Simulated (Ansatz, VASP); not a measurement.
SiP7 in VASP and in Ansatz

```xyz
8
Lattice="2.4685 3.4761 0.0000 2.4685 -3.4761 0.0000 -2.4685 0.0000 -6.9057" Properties=species:S:1:pos:R:3 pbc="T T T"
Si    2.4685    0.0000    0.0000
P     2.4685   -1.7192   -1.7278
P     0.0000    1.7192   -5.1780
P     2.4685    1.7192   -1.7278
P     0.0000   -1.7192   -5.1780
P     0.0000    0.0000   -3.4685
P     2.4685    0.0000   -3.4372
P     0.0000   -3.4761   -6.9057
```

Alike in both runs: task single point; functional PBE; k mesh 6 × 6 × 6; occupations gaussian, width 0.2 eV; no spin polarisation.

|  | VASP | Ansatz |
| --- | --- | --- |
| version | VASP 6.6.1 | Ansatz 0.2.0 |
| potentials or method | VASP PAW PBE potentials, release 64 (Si, P) | scalar-relativistic, plane waves, PAW |
| plane-wave cutoff (eV) | 520 | 420 |
| valence electrons in the cell | 39 | 39 |

Ansatz gave:

| Item | Value |
| --- | --- |
| gap on the k mesh at the Fermi level (eV) | none |
| pressure (GPa) | 0.2 |
| largest component of the traceless stress (GPa) | 1.57 |
| rms of the force components (eV/Å) | 0.022 |

Q: Which values does VASP return?

A: gap on the k mesh at the Fermi level (eV): none; pressure (GPa): 0.0; largest component of the traceless stress (GPa): 1.57; rms of the force components (eV/Å): 0.021.

Atom by atom the forces differ by 0.002 eV/Å (rms over components). A gap of «none» marks a metal or a gap that the smearing closes. With one functional, cell and mesh, what is left measures potentials, basis and numerics.
